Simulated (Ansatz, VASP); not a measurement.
## Cross-check of Zn3SeS2 between VASP and Ansatz

One calculation is typed for both programs; each brings its own data sets. How far apart do they land? The structure shown is the start of the Ansatz relaxation below; VASP solves that cell, so the two are compared at the walk's first step.

Program: Ansatz 0.2.0. Level of theory: plane waves, with VASP 6.6.1 beside it; single point at LDA. Results are calculated unless marked as measured.

**1. The structure**

The cell holds 78 atoms: 39 Zn, 26 S and 13 Se. Its edges and angles: a = 11.800 Å, b = 11.800 Å, c = 11.800 Å, α = 90.0°, β = 90.0°, γ = 90.0°.

**2. Ansatz: relaxation, LDA**

Ansatz runs on its default PAW (the set named soft_2) files.

The two programs are compared at the cell with which this relaxation starts, whose forces are those of its first step.

input.yaml

```yaml
crystal:
  lattice:
    - [11.8, 0.0, 0.0]
    - [0.0, 11.8, 0.0]
    - [0.0, 0.0, 11.8]
  atoms:
    - { symbol: Zn, position: [0.86208, 0.20968, 0.01868] }
    - { symbol: Zn, position: [0.40039, 0.89868, 0.22253] }
    - { symbol: Zn, position: [0.54958, 0.99691, 0.49298] }
    - { symbol: Zn, position: [0.60263, 0.37096, 0.92161] }
    - { symbol: Zn, position: [0.27688, 0.15229, 0.3942] }
    - { symbol: Zn, position: [0.92654, 0.77962, 0.1498] }
    - { symbol: Zn, position: [0.57752, 0.19065, 0.20001] }
    - { symbol: Zn, position: [0.33248, 0.53046, 0.80842] }
    - { symbol: Zn, position: [0.89643, 0.57636, 0.44895] }
    - { symbol: Zn, position: [0.98862, 0.13089, 0.5762] }
    - { symbol: Zn, position: [0.658, 0.7437, 0.32937] }
    - { symbol: Zn, position: [0.4185, 0.08558, 0.93628] }
    - { symbol: Zn, position: [0.23585, 0.79751, 0.94762] }
    - { symbol: Zn, position: [0.08247, 0.65564, 0.29203] }
    - { symbol: Zn, position: [0.30579, 0.32653, 0.09389] }
    - { symbol: Zn, position: [0.70939, 0.10909, 0.76057] }
    - { symbol: Zn, position: [0.3653, 0.71514, 0.53235] }
    - { symbol: Zn, position: [0.25756, 0.53936, 0.38659] }
    - { symbol: Zn, position: [0.07378, 0.68317, 0.70339] }
    - { symbol: Zn, position: [0.01236, 0.31014, 0.29028] }
    - { symbol: Zn, position: [0.25664, 0.977, 0.67569] }
    - { symbol: Zn, position: [0.75626, 0.48342, 0.17662] }
    - { symbol: Zn, position: [0.09101, 0.88301, 0.41296] }
    - { symbol: Zn, position: [0.63084, 0.55638, 0.62915] }
    - { symbol: Zn, position: [0.52133, 0.67553, 0.03365] }
    - { symbol: Zn, position: [0.83023, 0.03104, 0.31022] }
    - { symbol: Zn, position: [0.11514, 0.04845, 0.11886] }
    - { symbol: Zn, position: [0.15174, 0.23291, 0.84275] }
    - { symbol: Zn, position: [0.49311, 0.42896, 0.38232] }
    - { symbol: Zn, position: [0.68105, 0.94029, 0.03708] }
    - { symbol: Zn, position: [0.04729, 0.49544, 0.98172] }
    - { symbol: Zn, position: [0.8065, 0.84868, 0.59839] }
    - { symbol: Zn, position: [0.16255, 0.40674, 0.5763] }
    - { symbol: Zn, position: [0.78751, 0.65522, 0.87906] }
    - { symbol: Zn, position: [0.53061, 0.82896, 0.77176] }
    - { symbol: Zn, position: [0.73602, 0.29063, 0.46807] }
    - { symbol: Zn, position: [0.43946, 0.25749, 0.66343] }
    - { symbol: Zn, position: [0.97277, 0.95186, 0.85202] }
    - { symbol: Zn, position: [0.88308, 0.39044, 0.73591] }
    - { symbol: S, position: [0.04503, 0.28732, 0.68551] }
    - { symbol: S, position: [0.66962, 0.54188, 0.00405] }
    - { symbol: S, position: [0.05743, 0.46275, 0.40796] }
    - { symbol: S, position: [0.36747, 0.45804, 0.22995] }
    - { symbol: S, position: [0.823, 0.64707, 0.27213] }
    - { symbol: S, position: [0.42622, 0.88801, 0.61501] }
    - { symbol: S, position: [0.40186, 0.71083, 0.87292] }
    - { symbol: S, position: [0.58346, 0.99444, 0.87157] }
    - { symbol: S, position: [0.95248, 0.55964, 0.81703] }
    - { symbol: S, position: [0.69303, 0.72523, 0.71627] }
    - { symbol: S, position: [0.48167, 0.24831, 0.03412] }
    - { symbol: S, position: [0.74378, 0.0972, 0.14131] }
    - { symbol: S, position: [0.02611, 0.11562, 0.95225] }
    - { symbol: S, position: [0.13593, 0.85576, 0.78694] }
    - { symbol: S, position: [0.31632, 0.1404, 0.77499] }
    - { symbol: S, position: [0.99572, 0.94104, 0.24541] }
    - { symbol: S, position: [0.71656, 0.90697, 0.42839] }
    - { symbol: S, position: [0.76649, 0.27489, 0.85666] }
    - { symbol: S, position: [0.89753, 0.1915, 0.40793] }
    - { symbol: S, position: [0.21726, 0.40328, 0.92806] }
    - { symbol: S, position: [0.65237, 0.34994, 0.29536] }
    - { symbol: S, position: [0.23778, 0.58744, 0.63996] }
    - { symbol: S, position: [0.57654, 0.82144, 0.16124] }
    - { symbol: S, position: [0.79063, 0.45349, 0.56993] }
    - { symbol: S, position: [0.15651, 0.04157, 0.51544] }
    - { symbol: S, position: [0.87181, 0.01328, 0.69292] }
    - { symbol: Se, position: [0.6111, 0.16884, 0.58948] }
    - { symbol: Se, position: [0.29534, 0.9625, 0.05638] }
    - { symbol: Se, position: [0.92583, 0.38127, 0.11471] }
    - { symbol: Se, position: [0.45385, 0.06883, 0.32436] }
    - { symbol: Se, position: [0.10023, 0.67469, 0.06735] }
    - { symbol: Se, position: [0.53556, 0.61988, 0.45626] }
    - { symbol: Se, position: [0.34071, 0.31904, 0.49611] }
    - { symbol: Se, position: [0.35012, 0.64036, 0.14612] }
    - { symbol: Se, position: [0.18142, 0.21312, 0.22172] }
    - { symbol: Se, position: [0.27135, 0.78646, 0.35853] }
    - { symbol: Se, position: [0.8442, 0.83341, 0.96954] }
    - { symbol: Se, position: [0.50539, 0.43332, 0.75022] }
    - { symbol: Se, position: [0.97542, 0.74927, 0.53347] }
kpoints:
  mp_grid: { grid: [1, 1, 1] }
hamiltonian:
  xc: lda
scf:
  occupations: { method: gaussian, width: 0.025 }
output:
  forces: true
relax:
  f_tol: 0.05
  max_steps: 150
  cell: {}
```

Launch:

```bash
$ ansatz run input.yaml --threads 4 --pin off --max-ram 8192MiB --backend cpu --events-out ev --progress --plain --runs-dir out
```

Numbers of over 12 decimals in the logs are rounded to 6 here.

Output:

```text
Engine: ansatz 0.2.0, x86_64-unknown-linux-gnu
Pseudopotentials: kind: paw
Pseudopotential: Zn, paw, valence charge 12, recommended cutoff 420 eV (normal), Zn.paw.azcp
Pseudopotential: S, paw, valence charge 6, recommended cutoff 420 eV (normal), S.paw.azcp
Pseudopotential: Se, paw, valence charge 16, recommended cutoff 420 eV (normal), Se.paw.azcp
Functional definition: SPW92
  exchange = slater_x
  correlation = pw_c
Crystal: 78 atoms, lattice volume = 1643.032 Å³
Basis set: ecut = 420 eV, 31967 PW (Γ)
Bands: 500, of which v1, the nominal top of the filled ones, is band 416 counted from 1 (415 counted from 0)
Symmetry: 1 space group operations
Space group: P1 (ITA 1), of the structure as read, at distance tolerance 1.2e-4 Å
k-points: 1
Non-local potential: Zn, projectors of the file, l = 0: 2, l = 1: 2, l = 2: 3, l = 3: 1
Non-local potential: S, projectors of the file, l = 0: 2, l = 1: 2, l = 2: 2
Non-local potential: Se, projectors of the file, l = 0: 2, l = 1: 2, l = 2: 3, l = 3: 1
PAW form: soft (Blöchl's): semilocal exchange-correlation on the pseudo side does not see the compensation charge
PAW frozen core: Zn, regenerated for the run's functional, and the local potential with it (the file was generated under x = pbe(κ = 0.804, μ = 0.219515), c = pbe(β = 0.066725))
PAW frozen core: S, regenerated for the run's functional, and the local potential with it (the file was generated under x = pbe(κ = 0.804, μ = 0.219515), c = pbe(β = 0.066725))
PAW frozen core: Se, regenerated for the run's functional, and the local potential with it (the file was generated under x = pbe(κ = 0.804, μ = 0.219515), c = pbe(β = 0.066725))
PAW one-centre angular grid: Zn, 590 points (default); XC on 64 Gauss nodes
PAW one-centre angular grid: S, 110 points (default); XC on 64 Gauss nodes
PAW one-centre angular grid: Se, 590 points (default); XC on 64 Gauss nodes
Initial density: superposition of atomic densities (neutral atoms: chi_scale 0, normalization atom), corrected by the library's trained network
Initial wavefunctions: pseudopotential atomic-orbital guess
Functional: x = slater, c = lda
SCF iter   1: F=—  HF=-219242.449959 eV  |F-HF|=—  |Δ(HF+E_count)|=         —  Δρ=7.24e-3  dr2=9.76e-1  ethr=1.77e-3  ⟨swp⟩=6.0  Hψ=2040  notcnv=0  defer=30
preconditioner: auto → Resta (q_TF=auto, 2.436 Å⁻¹)  ε∞=6.6  [insulator: Δε(μ)=0.646 eV  Ē_g=10.278 eV  σ=0.025 eV  W_gap=1.00  n_scr=388 (ndim 8)  ℏωp=24.3 eV  f_vac=0.056  D(μ)=0.00/eV (n_scr^D=0)  ε∞_Penn≈6.6]
SCF iter   2: F=—  HF=-219242.224241 eV  |F-HF|=—  |Δ(HF+E_count)|=   2.26e-1  Δρ=3.29e-3  dr2=2.23e-1  ethr=1.17e-4  ⟨swp⟩=2.0  Hψ=890  notcnv=0  defer=80
SCF iter   3: F=—  HF=-219242.180716 eV  |F-HF|=—  |Δ(HF+E_count)|=   4.35e-2  Δρ=2.19e-3  dr2=4.52e-2  ethr=2.68e-5  ⟨swp⟩=3.0  Hψ=771  notcnv=0  defer=80
SCF iter   4: F=—  HF=-219242.158874 eV  |F-HF|=—  |Δ(HF+E_count)|=   2.18e-2  Δρ=5.01e-4  dr2=4.25e-3  ethr=5.44e-6  ⟨swp⟩=2.0  Hψ=736  notcnv=0  defer=80
SCF iter   5: F=—  HF=-219242.158512 eV  |F-HF|=—  |Δ(HF+E_count)|=   3.62e-4  Δρ=1.28e-4  dr2=4.18e-4  ethr=5.11e-7  ⟨swp⟩=2.0  Hψ=936  notcnv=0  defer=80
SCF iter   6: F=—  HF=-219242.158573 eV  |F-HF|=—  |Δ(HF+E_count)|=   6.08e-5  Δρ=7.00e-5  dr2=9.05e-5  ethr=5.03e-8  ⟨swp⟩=2.0  Hψ=826  notcnv=0  defer=80
SCF iter   7: F=—  HF=-219242.158556 eV  |F-HF|=—  |Δ(HF+E_count)|=   1.72e-5  Δρ=3.55e-5  dr2=1.63e-5  ethr=1.09e-8  ⟨swp⟩=2.0  Hψ=826  notcnv=0  defer=80
SCF iter   8: F=—  HF=-219242.158550 eV  |F-HF|=—  |Δ(HF+E_count)|=   5.34e-6  Δρ=1.38e-5  dr2=2.79e-6  ethr=1.96e-9  ⟨swp⟩=2.0  Hψ=773  notcnv=0  defer=80
SCF iter   9: F=—  HF=-219242.158550 eV  |F-HF|=—  |Δ(HF+E_count)|=   1.64e-7  Δρ=4.26e-6  dr2=3.51e-7  ethr=3.36e-10  ⟨swp⟩=2.0  Hψ=781  notcnv=0  defer=80
SCF iter  10: F=-219242.158550 eV  HF=-219242.158550 eV  |F-HF|=2.47e-9  |Δ(HF+E_count)|=   1.38e-7  Δρ=1.53e-6  dr2=5.41e-8  ethr=1.20e-11  ⟨swp⟩=5.0  Hψ=1742  notcnv=0
SCF 1 converged in 10 iterations: F = -219242.158550 eV  dr2 = 5.41e-8
  greatest PAW one-centre occupation: 1.000 electrons in one spin orbital (limit 2), on the Se atom at site 72 (counted from 0), in its partial waves of l = 2
relax step   1: F+E_penalty+E_count = -219242.15855033 eV  Δ(F+E_penalty+E_count) = +0.000e0 eV  max|allowed force component| = 1.951e0 eV/Å  Δτ_max = 0.0000 Å  P = -5.038 GPa  Ω = 1643.032 Å³  (10 SCF iters, dr2 threshold 1.00e-7 eV, accepted)
Crystal: 78 atoms, lattice volume = 1568.470 Å³
Basis set: ecut = 420 eV, 30611 PW (Γ)
Initial density: handed on by an earlier stage of this run
Initial wavefunctions: those handed on with the density
iter 1 solved again at ethr=4.55e-5 eV; its pass at ethr=3.10e-3 eV (dr2=3.79e-1 eV) is discarded
SCF iter   1: F=—  HF=-219246.227879 eV  |F-HF|=—  |Δ(HF+E_count)|=         —  Δρ=5.72e-3  dr2=3.82e-1  ethr=4.55e-5  ⟨swp⟩=8.0  Hψ=3670  notcnv=0  defer=4
[...]
atom  47  S     -0.00280032    -0.00000692    -0.00277442
  atom  48  S      0.00072329    -0.00346475     0.00064321
  atom  49  S      0.00339340     0.00265641     0.00319720
  atom  50  S      0.00610476    -0.00331753    -0.01265773
  atom  51  S      0.00367970    -0.00379909    -0.00126835
  atom  52  S      0.00351007     0.00114752    -0.00153543
  atom  53  S     -0.00149368     0.00591501    -0.00030737
  atom  54  S     -0.00811129     0.00311926    -0.00776213
  atom  55  S     -0.00366638    -0.00242763    -0.00264466
  atom  56  S      0.00334952     0.00328597    -0.00218969
  atom  57  S      0.00007190    -0.00250311     0.00088332
  atom  58  S      0.00079797    -0.00709397     0.00320924
  atom  59  S      0.00651655    -0.00249710    -0.00500671
  atom  60  S      0.00424781    -0.01659176    -0.00484406
  atom  61  S     -0.00082201    -0.01511930    -0.00074533
  atom  62  S     -0.00690676    -0.00039995    -0.00192748
  atom  63  S     -0.00129347     0.00045088     0.00023181
  atom  64  S     -0.00321342     0.00247631     0.00202718
  atom  65  S      0.00058349     0.00072485    -0.00474078
  atom  66  Se    -0.00472076     0.00452599    -0.00692824
  atom  67  Se    -0.00438163    -0.00008450     0.00057651
  atom  68  Se    -0.00761361    -0.00301274     0.00174375
  atom  69  Se    -0.00267508     0.00375872     0.00228644
  atom  70  Se    -0.00146033     0.00009656     0.01351663
  atom  71  Se     0.01092492     0.01207472     0.00794141
  atom  72  Se     0.00771639     0.00381120    -0.00148727
  atom  73  Se     0.01285591    -0.01760712     0.04549051
  atom  74  Se    -0.01577850     0.00073677    -0.00367496
  atom  75  Se    -0.00310077     0.00636110    -0.00124878
  atom  76  Se     0.00728212    -0.00430495     0.00340592
  atom  77  Se    -0.01031486    -0.00454575    -0.00073934
  atom  78  Se    -0.00795702     0.00278160     0.00005521
  max |Σ_I F_I| component: 1.12e-4 eV/Å
--- Stress (GPa, compression-positive) ---
       -0.006460      -0.005839      -0.000442
       -0.005839      -0.001805       0.026568
       -0.000442       0.026568      -0.026458
  P = ⅓ Tr σ = -0.0116 GPa (-0.116 kbar)
--- Relaxed structure (14 steps of the walk, 13 accepted, 1 SCFs on fresh bases) ---
  F+E_penalty+E_count = -219247.93272525 eV   max|allowed force component| = 4.549e-2 eV/Å   (the final SCF, on the basis selected at the relaxed cell)
  cell:  # Å, volume = 1529.3763 Å³
    - [11.557906, -0.338096, 0.400066]
    - [-0.338096, 11.465859, 0.302457]
    - [0.400066, 0.302457, 11.573032]
  atoms:
    - { symbol: Zn, position: [0.860691, 0.210176, 0.013303] }
    - { symbol: Zn, position: [0.395586, 0.898306, 0.221366] }
    - { symbol: Zn, position: [0.549482, 1.000356, 0.491190] }
    - { symbol: Zn, position: [0.605913, 0.373278, 0.920638] }
    - { symbol: Zn, position: [0.277958, 0.159142, 0.387094] }
    - { symbol: Zn, position: [0.927762, 0.776927, 0.151887] }
    - { symbol: Zn, position: [0.577116, 0.197557, 0.199155] }
    - { symbol: Zn, position: [0.332375, 0.535824, 0.810519] }
    - { symbol: Zn, position: [0.910464, 0.581456, 0.435365] }
    - { symbol: Zn, position: [0.992835, 0.134651, 0.567874] }
    - { symbol: Zn, position: [0.659724, 0.752168, 0.327076] }
    - { symbol: Zn, position: [0.419182, 0.089228, 0.936389] }
    - { symbol: Zn, position: [0.232971, 0.799901, 0.949385] }
    - { symbol: Zn, position: [0.175937, 0.619388, 0.239989] }
    - { symbol: Zn, position: [0.302072, 0.334034, 0.066803] }
    - { symbol: Zn, position: [0.711730, 0.109536, 0.762094] }
    - { symbol: Zn, position: [0.356935, 0.721668, 0.535365] }
    - { symbol: Zn, position: [0.305375, 0.553925, 0.413849] }
    - { symbol: Zn, position: [0.068026, 0.691932, 0.706769] }
    - { symbol: Zn, position: [0.017260, 0.321569, 0.284049] }
    - { symbol: Zn, position: [0.255545, 0.981331, 0.672336] }
    - { symbol: Zn, position: [0.756713, 0.487644, 0.174937] }
    - { symbol: Zn, position: [0.090822, 0.885366, 0.407723] }
    - { symbol: Zn, position: [0.640192, 0.561934, 0.631899] }
[...]
- { symbol: Zn, position: [0.803694, 0.853972, 0.597739] }
    - { symbol: Zn, position: [0.168531, 0.426657, 0.554998] }
    - { symbol: Zn, position: [0.782828, 0.661064, 0.882457] }
    - { symbol: Zn, position: [0.522683, 0.827821, 0.777250] }
    - { symbol: Zn, position: [0.744365, 0.294282, 0.467339] }
    - { symbol: Zn, position: [0.444647, 0.257206, 0.671589] }
    - { symbol: Zn, position: [0.971300, 0.956685, 0.850798] }
    - { symbol: Zn, position: [0.886232, 0.397899, 0.727578] }
    - { symbol: S, position: [0.046576, 0.298163, 0.667080] }
    - { symbol: S, position: [0.662483, 0.540252, 0.011531] }
    - { symbol: S, position: [0.074969, 0.486252, 0.378498] }
    - { symbol: S, position: [0.360892, 0.423665, 0.281475] }
    - { symbol: S, position: [0.815665, 0.645470, 0.275229] }
    - { symbol: S, position: [0.421621, 0.884834, 0.618366] }
    - { symbol: S, position: [0.397521, 0.703973, 0.896354] }
    - { symbol: S, position: [0.578760, 0.989242, 0.878358] }
    - { symbol: S, position: [0.942696, 0.562985, 0.820947] }
    - { symbol: S, position: [0.685885, 0.728593, 0.724790] }
    - { symbol: S, position: [0.477633, 0.250547, 0.037090] }
    - { symbol: S, position: [0.736241, 0.094230, 0.141889] }
    - { symbol: S, position: [0.023724, 0.116490, 0.951987] }
    - { symbol: S, position: [0.131891, 0.857527, 0.793673] }
    - { symbol: S, position: [0.311514, 0.137393, 0.780587] }
    - { symbol: S, position: [0.992129, 0.936207, 0.247067] }
    - { symbol: S, position: [0.713384, 0.909818, 0.431529] }
    - { symbol: S, position: [0.765476, 0.275438, 0.855078] }
    - { symbol: S, position: [0.899741, 0.192998, 0.406507] }
    - { symbol: S, position: [0.202803, 0.401875, 0.914761] }
    - { symbol: S, position: [0.654894, 0.349413, 0.302276] }
    - { symbol: S, position: [0.230522, 0.593240, 0.654235] }
    - { symbol: S, position: [0.559431, 0.805139, 0.166747] }
    - { symbol: S, position: [0.794297, 0.458337, 0.564864] }
    - { symbol: S, position: [0.156444, 0.038532, 0.512521] }
    - { symbol: S, position: [0.870487, 0.013778, 0.694000] }
    - { symbol: Se, position: [0.612309, 0.166836, 0.594296] }
    - { symbol: Se, position: [0.288351, 0.960623, 0.061037] }
    - { symbol: Se, position: [0.920481, 0.379796, 0.114023] }
    - { symbol: Se, position: [0.451061, 0.066031, 0.326198] }
    - { symbol: Se, position: [0.089626, 0.678727, 0.070743] }
    - { symbol: Se, position: [0.536842, 0.625410, 0.466862] }
    - { symbol: Se, position: [0.342712, 0.315912, 0.507343] }
    - { symbol: Se, position: [0.341844, 0.539889, 0.124739] }
    - { symbol: Se, position: [0.181166, 0.218634, 0.215543] }
    - { symbol: Se, position: [0.260587, 0.777177, 0.351575] }
    - { symbol: Se, position: [0.837247, 0.834115, 0.979655] }
    - { symbol: Se, position: [0.504154, 0.435884, 0.755825] }
    - { symbol: Se, position: [0.970691, 0.750291, 0.536701] }
```

The column dr2 measures how far the density is from self-consistency, as an energy; F and HF (Harris–Foulkes) agree once it is small.

(Part 1 of 2 ends here.)

[Lines on the potential files, build, host, timing and source positions are cut from VASP's logs without a mark.]

[Logs are printed without paths, hosts, clocks, repeated set-up lines and the standing remarks that a program may print on its own settings, such as how far it seeks lower states.]

[Hosts, paths, dates, database ids (printed as entryN), source tags and the programs' standing remarks are cut or masked in the printed files.]
